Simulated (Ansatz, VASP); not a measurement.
# Cross-check of SnSe2 between VASP and Ansatz

One calculation is typed for both programs; each brings its own data sets. How far apart do they land? The cell is taken from a series of runs on this material, whose earlier steps may have relaxed, scaled, displaced or heated it; both programs get it as it stands.

Program: Ansatz 0.2.0. Level of theory: plane waves, with VASP 6.6.1 beside it; single point at PBE and single point at PBE, spin-orbit coupling. Results are calculated unless marked as measured.

## 1. Set-up

The cell holds 3 atoms: 1 Sn and 2 Se. Its edges and angles: a = 3.870 Å, b = 3.870 Å, c = 29.600 Å, α = 90.0°, β = 90.0°, γ = 120.0°. Vacuum lies along c.

## 2. Ansatz: single point, PBE, pair 1

Ansatz runs on its default PAW (the set named soft_2) files.

A single point gives forces, pressure and levels at one fixed geometry, so differences don't come from the geometry; what else differs is listed under the comparison.

input.yaml reads:

```yaml
crystal:
  lattice:
    - [3.869828627, 0.0, 0.0]
    - [-1.9349143135, 3.3513698993, 0.0]
    - [0.0, 0.0, 29.6]
  atoms:
    - { symbol: Sn, position: [0.0, 0.0, 0.5] }
    - { symbol: Se, position: [0.3333333333, 0.6666666667, 0.553854345] }
    - { symbol: Se, position: [0.6666666667, 0.3333333333, 0.446145655] }
  periodic: [true, true, false]
kpoints:
  mp_grid: { grid: [12, 12, 1] }
hamiltonian:
  xc: pbe
scf:
  occupations: { method: fixed }
  n_extra_bands: 188
output:
  wannier:
    kmesh: [24, 24, 1]
    projections: [{ species: Se, l: p, shell: 4 }, { species: Sn, l: p, shell: 5 }]
    minimise: true
    write_hr: true
    seedname: w
    conv_tol: 1.0e-07
    max_iter: 4000
    disentanglement:
      window: [-10.42, 1.48]
      frozen_window: [-10.42, -2.26]
      conv_tol: 1.0e-08
```

Command:

```sh
$ ansatz run input.yaml --threads 12 --pin off --max-ram 27648MiB --backend cpu --events-out ev --progress --plain --runs-dir out
```

Numbers of over 12 decimals in the logs are rounded to 6 here.

The log of the run:

```text
scf.n_extra_bands = 188 over 23 filled bands (N_el = 46.0): the run solves 211 bands
Engine: ansatz 0.2.0, x86_64-unknown-linux-gnu
Pseudopotentials: kind: paw
Pseudopotential: Sn, paw, valence charge 14, recommended cutoff 420 eV (normal), Sn.paw.azcp
Pseudopotential: Se, paw, valence charge 16, recommended cutoff 420 eV (normal), Se.paw.azcp
Functional definition: PBE
  parameter kappa = 0.804
  parameter beta = 0.066725
  exchange = pbe_x(kappa = kappa, mu = beta*pi^2/3)
  correlation = pbe_c(beta = beta)
Crystal: 3 atoms, lattice volume = 383.889 Å³
Basis set: ecut = 420 eV, 7587 PW (Γ)
Bands: 211, of which v1, the nominal top of the filled ones, is band 23 counted from 1 (22 counted from 0)
Symmetry: 12 space group operations
Space group: P-3m1 (ITA 164), of the structure as read, at distance tolerance 7.3e-5 Å
k-points: 19 of 144
Non-local potential: Sn, projectors of the file, l = 0: 2, l = 1: 2, l = 2: 2, l = 3: 2
Non-local potential: Se, projectors of the file, l = 0: 2, l = 1: 2, l = 2: 3, l = 3: 1
PAW form: soft (Blöchl's): semilocal exchange-correlation on the pseudo side does not see the compensation charge
PAW one-centre angular grid: Sn, 590 points (default); XC on 64 Gauss nodes
PAW one-centre angular grid: Se, 590 points (default); XC on 64 Gauss nodes
Initial density: superposition of atomic densities (neutral atoms: chi_scale 0, normalization atom), corrected by the library's trained network
Initial wavefunctions: pseudopotential atomic-orbital guess
Functional: x = pbe(κ = 0.804, μ = 0.219515), c = pbe(β = 0.066725)
SCF iter   1: F=—  HF=-16963.385621 eV  |F-HF|=—  |Δ(HF+E_count)|=         —  Δρ=6.71e-4  dr2=3.80e-3  ethr=1.77e-3  ⟨swp⟩=4.7  Hψ=13973  notcnv=0  defer=3527
preconditioner: auto → Resta (q_TF=auto, 1.916 Å⁻¹)  ε∞=1.1  [insulator: Δε(μ)=0.802 eV  Ē_g=31.297 eV  n_scr=36 (ndim 8)  ℏωp=7.6 eV  f_vac=0.770  ε∞_Penn≈1.1  vacuum switching on, ρ_ref=7.1e-2 e/Å³]
SCF iter   2: F=—  HF=-16963.385579 eV  |F-HF|=—  |Δ(HF+E_count)|=   4.21e-5  Δρ=4.51e-4  dr2=2.42e-3  ethr=8.25e-6  ⟨swp⟩=3.7  Hψ=5037  notcnv=0  defer=3533
SCF iter   3: F=—  HF=-16963.385251 eV  |F-HF|=—  |Δ(HF+E_count)|=   3.28e-4  Δρ=2.29e-4  dr2=1.28e-4  ethr=5.25e-6  ⟨swp⟩=2.2  Hψ=681  notcnv=0  defer=3533
SCF iter   4: F=—  HF=-16963.385791 eV  |F-HF|=—  |Δ(HF+E_count)|=   5.40e-4  Δρ=6.68e-5  dr2=8.67e-6  ethr=2.78e-7  ⟨swp⟩=3.0  Hψ=922  notcnv=0  defer=3533
SCF iter   5: F=—  HF=-16963.385792 eV  |F-HF|=—  |Δ(HF+E_count)|=   1.20e-6  Δρ=1.70e-5  dr2=6.09e-7  ethr=1.89e-8  ⟨swp⟩=2.7  Hψ=2615  notcnv=0  defer=3527
SCF iter   6: F=-16963.385794 eV  HF=-16963.385794 eV  |F-HF|=2.08e-8  |Δ(HF+E_count)|=   2.05e-6  Δρ=1.88e-6  dr2=8.40e-9  ethr=2.17e-10  ⟨swp⟩=23.5  Hψ=53300  notcnv=0
SCF 1 converged in 6 iterations: F = -16963.385794 eV  dr2 = 8.40e-9
  greatest PAW one-centre occupation: 1.000 electrons in one spin orbital (limit 2), on the Se atom at site 2 (counted from 0), in its partial waves of l = 2
NSCF: frozen V_eff on 64 k-points
the Wannier pass solved 64 of the 576 points of its mesh, and has the states at the others by symmetry: states obtained by the crystal's operations at points that were solved too leave a residual of 9.90e-13 eV (read by the count's bands and the next), within 1.11e-5 eV
SCF converged after 6 iterations
Free energy (F): -16963.385794 eV
Harris-Foulkes:  -16963.385794 eV  (|F-HF|=2.08e-8)
Internal energy: -16963.385794 eV  (E = F + TS)
E sigma→0 (E₀):  -16963.385794 eV
Fermi energy:    -6.061743 eV
--- Per-component energies (eV) ---
  E_band       = -1499.681077
  E_kinetic    = 422.931436
  E_local      = -91054.086492  (includes V_loc(G=0)·N_el)
  E_nonlocal   = -1222.397124
  E_hartree    = 45284.400754
  E_xc         = -588.768005
  E_vxc        = -289.853396  (∫ρ·V_xc dr)
  E_paw        = -7963.817612  (= ΣΔE_a)
  E_vpaw       = 74.920620  (= ΣTr[D̂ρ^β])
  E_aug_tail   = -0.001202  (compensation charges beyond the density's cutoff)
  E_ewald      = 38158.352451
  E_smearing   = -0.000000  (= −TS)
  E_closure    = -0.000000  (closes the sum)
  Σ components = -16963.385794   (vs F -16963.385794, Δ=0.00e0)
--- Band table (eV; the first three rows and the last of 19) ---
  k-point 0: bands = [... 19 lower, -6.5166, -6.5166, -6.1370, -6.1370, -4.5495, -3.0028, -1.4823 (-1.4822°), -1.4823 (-1.4822°), ... 184 higher]
  k-point 1: bands = [... 19 lower, -7.0396, -6.7441, -6.4835, -6.0692, -4.1725, -2.5719, -1.6344 (-1.6344°), -1.3256 (-1.3256°), ... 184 higher]
  k-point 2: bands = [... 19 lower, -7.2398, -7.1574, -6.9158, -6.0617, -3.8932, -2.2350, -1.1769 (-1.1769°), -0.9551 (-0.9551°), ... 184 higher]
  k-point 18: bands = [... 19 lower, -9.5584, -9.1822, -6.8301, -6.8301, -4.2421, -0.7762, -0.7762, 0.4844, ... 184 higher]
  ° read free of the cell's end (the report's vacuum.weakly_bound_levels)
Wannier search: line search 1 of at most 4000: gauge-dependent spread (as the search counts it) 0.9550496 Å², largest recent change 8.7e-1 Å² and fall left 8.1e-5 Å² against conv_tol 1.0e-7 Å², 0 stops escaped
```

## 3. VASP: single point, PBE, pair 1

The same cell, functional and mesh now go to VASP, with its own data sets.

Lines of VASP's logs that name or quote its potential files are left out, and so is its time.

INCAR reads:

```
SYSTEM = SnSe2
PREC = Accurate
ENCUT = 400
EDIFF = 1E-06
NELM = 120
ISMEAR = 0
SIGMA = 0.01
LREAL = .FALSE.
ALGO = Normal
GGA = PE
NBANDS = 19
LORBIT = 11
LWAVE = .FALSE.
LCHARG = .FALSE.
ISIF = 2
LDIPOL = .TRUE.
IDIPOL = 3
DIPOL = 0.5 0.5 0.5
LVHAR = .TRUE.
LASPH = .TRUE.
GGA_COMPAT = .FALSE.
EFERMI = MIDGAP
NELMDL = -8
KPAR = 2
```

POSCAR reads:

```
SnSe2
1.0
    3.8698286270      0.0000000000      0.0000000000
   -1.9349143135      3.3513698993      0.0000000000
    0.0000000000      0.0000000000     29.6000000000
Sn Se
1 2
Direct
    0.0000000000      0.0000000000      0.5000000000
    0.3333333333      0.6666666667      0.5538543450
    0.6666666667      0.3333333333      0.4461456550
```

KPOINTS reads:

```
Automatic mesh
0
Gamma
12 12 1
0 0 0
```

Potentials, in the order of the species: Sn_d and Se (PBE family, release 64).

Command:

```sh
$ mpirun -np 2 vasp_std
```

The log of the run:

```text
[banner, memory and clock lines left out]
running    2 mpi-ranks, on    1 nodes
 distrk:  each k-point on    1 cores,    2 groups
 distr:  one band on    1 cores,    1 groups

 POSCAR found type information on POSCAR SnSe
 POSCAR found :  2 types and       3 ions
 LDA part: xc-table for (Slater+PW92), standard interpolation
 POSCAR, INCAR and KPOINTS ok, starting setup
 FFT: planning ... GRIDC
 FFT: planning ... GRID_SOFT
 FFT: planning ... GRID
 WAVECAR not read
 entering main loop
       N       E                     dE             d eps       ncg     rms          rms(c)
DAV:   1     0.165432128565E+03    0.16543E+03   -0.93430E+03   874   0.835E+02
DAV:   2     0.754789805429E+01   -0.15788E+03   -0.15504E+03   951   0.208E+02
DAV:   3    -0.116109369140E+02   -0.19159E+02   -0.19100E+02   908   0.827E+01
DAV:   4    -0.121331561785E+02   -0.52222E+00   -0.52160E+00   968   0.172E+01
DAV:   5    -0.121430915454E+02   -0.99354E-02   -0.99349E-02  1086   0.240E+00
DAV:   6    -0.121432257228E+02   -0.13418E-03   -0.13418E-03   978   0.225E-01
DAV:   7    -0.121432323092E+02   -0.65864E-05   -0.65863E-05  1114   0.413E-02
DAV:   8    -0.121432323626E+02   -0.53478E-07   -0.53470E-07   853   0.411E-03    0.468E+00
DAV:   9    -0.118812513783E+02    0.26198E+00   -0.60052E-01  1101   0.780E+00    0.304E+00
DAV:  10    -0.118669011390E+02    0.14350E-01   -0.22383E-01   826   0.306E+00    0.520E-01
DAV:  11    -0.118631527383E+02    0.37484E-02   -0.25181E-02   929   0.157E+00    0.283E-01
DAV:  12    -0.118634708209E+02   -0.31808E-03   -0.23685E-03   846   0.310E-01    0.608E-02
DAV:  13    -0.118634730024E+02   -0.21815E-05   -0.14262E-04  1063   0.111E-01    0.315E-02
DAV:  14    -0.118634897912E+02   -0.16789E-04   -0.87417E-05   904   0.479E-02    0.964E-03
DAV:  15    -0.118635099541E+02   -0.20163E-04   -0.44599E-06   805   0.119E-02    0.865E-03
DAV:  16    -0.118635948678E+02   -0.84914E-04   -0.17795E-05   728   0.138E-02    0.412E-03
DAV:  17    -0.118636558550E+02   -0.60987E-04   -0.54926E-06   754   0.719E-03    0.453E-03
DAV:  18    -0.118636876636E+02   -0.31809E-04   -0.19530E-06   766   0.618E-03    0.186E-03
DAV:  19    -0.118637013736E+02   -0.13710E-04   -0.19530E-07   800   0.288E-03    0.605E-04
DAV:  20    -0.118637081058E+02   -0.67321E-05   -0.16099E-07   769   0.141E-03    0.943E-04
DAV:  21    -0.118637117894E+02   -0.36836E-05   -0.87773E-08   787   0.167E-03    0.206E-04
DAV:  22    -0.118637131326E+02   -0.13433E-05   -0.22752E-08   755   0.660E-04    0.253E-04
DAV:  23    -0.118637140792E+02   -0.94656E-06   -0.10934E-08   703   0.366E-04
   1 F= -.11863714E+02 E0= -.11863714E+02  d E =0.000000E+00
```

OUTCAR, selected parts (step 3):

```text
ion  position               nearest neighbor table
   1  0.000  0.000  0.500-   2 2.74   3 2.74   3 2.74   2 2.74   3 2.74   2 2.74
   2  0.333  0.667  0.554-   1 2.74   1 2.74   1 2.74
   3  0.667  0.333  0.446-   1 2.74   1 2.74   1 2.74

  LATTYP: Found a hexagonal cell.
 ALAT       =     3.8698286270
 C/A-ratio  =     7.6489175240

 Subroutine GETGRP returns: Found 12 space group operations
 (whereof 12 operations were pure point group operations)

The static configuration has the point symmetry D_3d.

 Found     19 irreducible k-points:

   k-points           NKPTS =     19   k-points in BZ     NKDIM =     19   number of bands    NBANDS=     19

   dimension x,y,z NGX =    28 NGY =   28 NGZ =  196
   dimension x,y,z NGXF=    56 NGYF=   56 NGZF=  392

   ENCUT  =  400.0 eV  29.40 Ry    5.42 a.u.   6.31  6.31 48.27*2*pi/ulx,y,z

   NELECT =      26.0000    total number of electrons

 k-points in reciprocal lattice and weights: Automatic mesh
   0.00000000  0.00000000  0.00000000       0.007
   0.08333333  0.00000000  0.00000000       0.042
   0.16666667  0.00000000  0.00000000       0.042
   0.25000000  0.00000000  0.00000000       0.042
   0.33333333  0.00000000  0.00000000       0.042
   0.41666667  0.00000000  0.00000000       0.042
   0.50000000  0.00000000  0.00000000       0.021
   0.08333333  0.08333333  0.00000000       0.042
   0.16666667  0.08333333  0.00000000       0.083
[...]
0.33333333  0.25000000  0.00000000       0.083
   0.33333333  0.33333333  0.00000000       0.014

 dipolmoment           0.000000      0.000000     -0.000000 electrons x Angstroem

 average (electrostatic) potential at core
       1-110.7486       2 -61.3836       3 -61.3836

 E-fermi :  -3.6335

 k-point     1 :       0.0000    0.0000    0.0000
  band No.  band energies     occupation
    ...
      9      -5.0470      2.00000
     10      -4.4885      2.00000
     11      -4.4885      2.00000
     12      -4.1080      2.00000
     13      -4.1080      2.00000
     14      -2.5259      0.00000
     15      -0.9792      0.00000
     16       0.5419      0.00000
     17       0.5419      0.00000
     18       1.6292      0.00000
    ...

 k-point     2 :       0.0833    0.0000    0.0000
  band No.  band energies     occupation
    ...
      9      -5.1100      2.00000
     10      -5.0084      2.00000
     11      -4.7163      2.00000
     12      -4.4553      2.00000
     13      -4.0400      2.00000
     14      -2.1473      0.00000
     15      -0.5478      0.00000
     16       0.3907      0.00000
     17       0.6989      0.00000
     18       1.7248      0.00000
    ...

 k-point     3 :       0.1667    0.0000    0.0000
  band No.  band energies     occupation
    ...
      9      -6.1169      2.00000
     10      -5.2105      2.00000
     11      -5.1301      2.00000
     12      -4.8860      2.00000
     13      -4.0323      2.00000
     14      -1.8664      0.00000
     15      -0.2107      0.00000
     16       0.8493      0.00000
     17       1.0701      0.00000
     18       1.8824      0.00000
    ...

  Total       -0.0120752     -0.0120752      0.0294285     -0.0000000      0.0000000     -0.0000000
  in kB       -0.0503962     -0.0503962      0.1228210     -0.0000000      0.0000000     -0.0000000
  external PRESSURE =       0.0073429 kB  Pullay stress =       0.0000000 kB

  energy-cutoff  :      400.00
  volume of cell :      383.89
      direct lattice vectors                 reciprocal lattice vectors
     3.869828627  0.000000000  0.000000000     0.258409376  0.149192723  0.000000000
    -1.934914313  3.351369899  0.000000000     0.000000000  0.298385445  0.000000000
     0.000000000  0.000000000 29.600000000     0.000000000  0.000000000  0.033783784

 POSITION                                       TOTAL-FORCE (eV/Angst)
 -----------------------------------------------------------------------------------
      0.00000      0.00000     14.80000        -0.000000      0.000000      0.000000
     -0.00000      2.23425     16.39409         0.000000     -0.000000      0.018079
      1.93491      1.11712     13.20591        -0.000000      0.000000     -0.018079
 -----------------------------------------------------------------------------------
    total drift:                                0.000000     -0.000000      0.000000

  FREE ENERGIE OF THE ION-ELECTRON SYSTEM (eV)
  ---------------------------------------------------
  free  energy   TOTEN  =       -11.8637140792 eV

  energy  without entropy=      -11.8637140792  energy(sigma->0) =      -11.86371408

 vacuum level on the upper side and lower side of the slab         2.031         2.031

 total charge
# of ion       s       p       d       tot
------------------------------------------
    1        1.060   0.985  10.085  12.130
    2        1.483   2.298   0.023   3.804
    3        1.483   2.298   0.023   3.804
--------------------------------------------------
tot          4.025   5.581  10.132  19.738

[... 3 further parts left out ...]
```

## 4. Differences

Known differences besides the potentials themselves: fixed occupations in Ansatz, narrow Gaussian smearing in VASP; Ansatz cuts the interaction across the vacuum, VASP repeats the sheet with a dipole correction; the data sets hold 46 valence electrons in Ansatz (on its default PAW (the set named soft_2) files) and 26 in VASP; the cutoff is 420 eV in Ansatz and 400 eV in VASP. Total energies have different zeros and are not compared.

Compared:

```tsv
quantity	Ansatz	VASP	difference
gap on the k mesh (eV)	0.801	0.798	+0.003
```

A gap on the mesh is an upper bound, since the band edges may lie between its points. With vacuum in the cell, a pressure given here is an average over mostly empty space and none of the material.

## 5. Ansatz: single point, PBE, pair 2

With cell and atoms fixed, the geometry can't cause a difference; cores, projectors, grids and the points listed under the comparison can.

The cell is taken from a series of runs on this material, whose earlier steps may have relaxed, scaled, displaced or heated it; both programs get it as it stands.

input.yaml, the sections that differ from step 2:

```yaml
kpoints:
  mp_grid: { grid: [12, 12, 1] }
  band_path:
    path:
      - [0, 0, 0]
      - [0.5, 0, 0]
      - [0.3333333333333, 0.3333333333333, 0]
      - [0, 0, 0]
    npoints: 10
scf:
  occupations: { method: fermi_dirac, width: 0.02 }
  n_extra_bands: 188
output:
  eigenvalues: true
  fatbands: true
  write_density: true
  write_potential: true
  elf: true
  volumetric_format: npy
# crystal, hamiltonian: as in step 2
```

Command:

```sh
$ ansatz run input.yaml --threads 12 --pin off --max-ram 27648MiB --backend cpu --events-out ev --progress --plain --runs-dir out
```

The log of the run:

```text
[...]
Crystal: 3 atoms, lattice volume = 383.889 Å³
Basis set: ecut = 420 eV, 7587 PW (Γ)
Bands: 211, of which v1, the nominal top of the filled ones, is band 23 counted from 1 (22 counted from 0)
Symmetry: 12 space group operations
[...]
k-points: 19 of 144
[...]
SCF iter   1: F=—  HF=-16963.385784 eV  |F-HF|=—  |Δ(HF+E_count)|=         —  Δρ=6.69e-4  dr2=3.91e-3  ethr=1.77e-3  ⟨swp⟩=6.3  Hψ=20442  notcnv=0  defer=2726
[...]
--- Band table (eV; the first three rows and the last of 19) ---
  k-point 0: bands = [... 19 lower, -6.5166, -6.5166, -6.1370, -6.1370, -4.5495, -3.0028, -1.4822 (-1.4822°), -1.4822 (-1.4822°), ... 184 higher]
  k-point 1: bands = [... 19 lower, -7.0396, -6.7441, -6.4835, -6.0692, -4.1725, -2.5719, -1.6344 (-1.6344°), -1.3255 (-1.3255°), ... 184 higher]
  k-point 2: bands = [... 19 lower, -7.2398, -7.1574, -6.9158, -6.0617, -3.8932, -2.2350, -1.1769 (-1.1769°), -0.9550 (-0.9550°), ... 184 higher]
  k-point 18: bands = [... 19 lower, -9.5584, -9.1822, -6.8301, -6.8301, -4.2421, -0.7762, -0.7762, 0.4844, ... 184 higher]
  ° read free of the cell's end (the report's vacuum.weakly_bound_levels)
```

## 6. VASP: single point, PBE, pair 2

The same cell, functional, mesh and smearing now go to VASP, with its own data sets.

Changes to INCAR since step 3:

```diff
@@ -5,4 +5,4 @@
 NELM = 120
-ISMEAR = 0
-SIGMA = 0.01
+ISMEAR = -1
+SIGMA = 0.02
 LREAL = .FALSE.
```

POSCAR is that of step 3.

KPOINTS is that of step 3.

Command:

```sh
$ mpirun -np 2 vasp_std
```

The log of the run:

```text
[... set-up lines as in an earlier step ...]
 entering main loop
       N       E                     dE             d eps       ncg     rms          rms(c)
DAV:   1     0.165429466436E+03    0.16543E+03   -0.93430E+03   874   0.835E+02
DAV:   2     0.754789805115E+01   -0.15788E+03   -0.15502E+03   951   0.208E+02
[... 5 cycles as in an earlier step ...]
DAV:   8    -0.121432323626E+02   -0.53476E-07   -0.53470E-07   853   0.411E-03    0.468E+00
DAV:   9    -0.118812513781E+02    0.26198E+00   -0.60052E-01  1101   0.780E+00    0.304E+00
DAV:  10    -0.118669011391E+02    0.14350E-01   -0.22383E-01   826   0.306E+00    0.520E-01
DAV:  11    -0.118631527385E+02    0.37484E-02   -0.25181E-02   929   0.157E+00    0.283E-01
[...]
DAV:  15    -0.118635099539E+02   -0.20163E-04   -0.44599E-06   805   0.119E-02    0.865E-03
DAV:  16    -0.118635948680E+02   -0.84914E-04   -0.17795E-05   728   0.138E-02    0.412E-03
DAV:  17    -0.118636558549E+02   -0.60987E-04   -0.54926E-06   754   0.719E-03    0.453E-03
[... 1 cycle as in an earlier step ...]
DAV:  19    -0.118637013733E+02   -0.13710E-04   -0.19531E-07   800   0.288E-03    0.605E-04
DAV:  20    -0.118637081057E+02   -0.67323E-05   -0.16099E-07   769   0.141E-03    0.943E-04
DAV:  21    -0.118637117893E+02   -0.36836E-05   -0.87762E-08   787   0.167E-03    0.206E-04
DAV:  22    -0.118637131326E+02   -0.13433E-05   -0.22750E-08   755   0.660E-04    0.253E-04
DAV:  23    -0.118637140792E+02   -0.94659E-06   -0.10933E-08   703   0.366E-04
   1 F= -.11863714E+02 E0= -.11863714E+02  d E =-.142525E-09
```

From OUTCAR (step 6):

```text
  Total       -0.0120752     -0.0120752      0.0294284     -0.0000000      0.0000000      0.0000000
  in kB       -0.0503963     -0.0503963      0.1228208     -0.0000000      0.0000000      0.0000000
  external PRESSURE =       0.0073427 kB  Pullay stress =       0.0000000 kB

 POSITION                                       TOTAL-FORCE (eV/Angst)
 -----------------------------------------------------------------------------------
      0.00000      0.00000     14.80000        -0.000000      0.000000      0.000000
     -0.00000      2.23425     16.39409        -0.000000     -0.000000      0.018079
      1.93491      1.11712     13.20591         0.000000      0.000000     -0.018079
 -----------------------------------------------------------------------------------
    total drift:                                0.000000     -0.000000      0.000000

  energy  without entropy=      -11.8637140791  energy(sigma->0) =      -11.86371408

[... 3 parts as in an earlier step ...]

[... 1 further part left out ...]
[key lines of the parts left out:]
E-fermi :  -3.6225
```

## 7. Comparison

What differs besides the data sets and the points named for the pairs above, as far as they apply: the data sets hold 46 valence electrons in Ansatz (on its default PAW (the set named soft_2) files) and 26 in VASP. Total energies have different zeros and are not compared.

The two programs side by side:

```tsv
quantity	Ansatz	VASP	difference
gap on the k mesh (eV)	0.801	0.798	+0.003
```

A gap on the mesh is an upper bound, since the band edges may lie between its points. With vacuum in the cell, a pressure given here is an average over mostly empty space and none of the material.

(Continued in part 2 of 2.)

[Lines on the potential files, build, host, timing and source positions are cut from VASP's logs without a mark.]

[Logs are printed without paths, hosts, clocks, repeated set-up lines and the standing remarks that a program may print on its own settings, such as how far it seeks lower states.]

[Hosts, paths, dates, database ids (printed as entryN), source tags and the programs' standing remarks are cut or masked in the printed files.]
